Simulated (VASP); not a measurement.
Input:

```yaml
crystal:
  lattice:
    - [3.92127, 0.00000, 0.00000]
    - [-1.96063, 3.39592, 0.00000]
    - [0.00000, 0.00000, 6.74936]
  atoms:
    - { symbol: Na, position: [0.00000, 0.00000, 0.02548] }
    - { symbol: Li, position: [0.33333, 0.66667, 0.35774] }
    - { symbol: Zn, position: [0.66667, 0.33333, 0.61188] }
    - { symbol: S, position: [0.33333, 0.66667, 0.73400] }
    - { symbol: S, position: [0.66667, 0.33333, 0.27089] }
```

Calculation: PBEsol GGA, VASP's PBE PAW potentials (set 64) (plane waves; VASP 6.6.1). Settings: 520 eV cut-off, Gaussian smearing of 0.050 eV, potentials Na_pv Li_sv Zn S.

Question: Give the energies of bands 7 to 20 at the high-symmetry points, in eV from the valence-band maximum.

Answer: 
| band | Γ | M | K | A | L | H |
|---|---|---|---|---|---|---|
| 7 | -6.34 | -6.24 | -6.24 | -6.34 | -6.25 | -6.24 |
| 8 | -6.34 | -6.20 | -6.09 | -6.34 | -6.20 | -6.10 |
| 9 | -6.09 | -6.01 | -6.04 | -6.19 | -6.03 | -6.05 |
| 10 | -6.01 | -5.98 | -6.03 | -6.01 | -5.98 | -6.03 |
| 11 | -6.01 | -5.88 | -5.76 | -6.01 | -5.87 | -5.75 |
| 12 | -4.27 | -4.80 | -4.58 | -3.50 | -4.96 | -4.78 |
| 13 | -0.90 | -2.59 | -3.56 | -1.64 | -2.78 | -3.42 |
| 14 | -0.90 | -2.26 | -1.92 | -0.83 | -1.97 | -2.30 |
| 15 | -0.30 | -2.03 | -1.83 | -0.83 | -1.78 | -1.95 |
| 16 | 0.00 | -1.39 | -1.69 | -0.08 | -1.08 | -1.27 |
| 17 | 0.00 | -0.58 | -1.56 | -0.08 | -0.69 | -0.98 |
| 18 | 1.84 | 3.27 | 4.48 | 2.60 | 3.23 | 4.31 |
| 19 | 4.80 | 4.63 | 5.37 | 5.53 | 3.83 | 5.18 |
| 20 | 6.23 | 6.08 | 6.81 | 6.15 | 5.29 | 5.54 |

The gap is direct, 1.84 eV, from the valence maximum at Γ to the conduction minimum at Γ.

The structure comes from a computed database's NaLiZnS2 entry (P3m1); how it stands against other phases isn't given here. It was relaxed first.
